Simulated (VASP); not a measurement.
Here is the system:

```xyz
1
Lattice="0.0000 2.0450 2.0450 2.0450 0.0000 2.0450 2.0450 2.0450 0.0000" Properties=species:S:1:pos:R:3 pbc="T T T"
Ag     0.0000     0.0000     0.0000
```

The numbers are results of revPBE GGA, VASP's PBE PAW potentials (set 64) (plane waves; VASP), not measurements. Settings: 520 eV cut-off, 14×14×14 Γ-centred mesh, first-order Methfessel-Paxton smearing of 0.10 eV, potentials Ag.

Energy and stress use the plane-wave basis of the starting cell.

**Question.** The ions, cell shape and volume are relaxed. What does this cell relax into?

**Answer.** 
```xyz
1
Lattice="0.0000 2.0965 2.0965 2.0965 0.0000 2.0965 2.0965 2.0965 0.0000" Properties=species:S:1:pos:R:3 pbc="T T T"
Ag     0.0000     0.0000     0.0000
```
Space group Fm-3m (225), at a tolerance of 0.03 Å.

**Question.** How do energy and volume change from the first to the last step?

**Answer.** The energy (σ→0) changes by -26.9 meV/atom and the volume by +7.8 %, in 3 ionic steps.

The compound is Ag in the fcc structure. This run relaxes it. Symmetry was kept, so distortions that lower it aren't found.
